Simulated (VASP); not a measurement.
Consider the following.

```
CELL_PARAMETERS angstrom
      2.84293     0.00000     0.00000
      0.00000     2.84293     0.00000
      0.00000     0.00000     2.84293
ATOMIC_POSITIONS crystal
  Ga 0.50000 0.50000 0.50000
  Co 0.00000 0.00000 0.00000
```

Level of theory: vdW-DF-cx, VASP's PBE PAW potentials (set 64) (plane waves; VASP). Settings: 520 eV cut-off, Gaussian smearing of 0.050 eV, potentials Ga_d Co.

Task: Estimate the band gap (along the path) with the smallest direct gap where there is one.

Result: 
| Item | Value |
|---|---|
| band gap (along the path) | none (metal, semimetal or under 0.01 eV) |

Only differences to runs with the same potentials and settings are physical.

The compound is CoGa in the CsCl type structure. It was relaxed first. The run is not spin-polarised, so no magnetic state was tried.
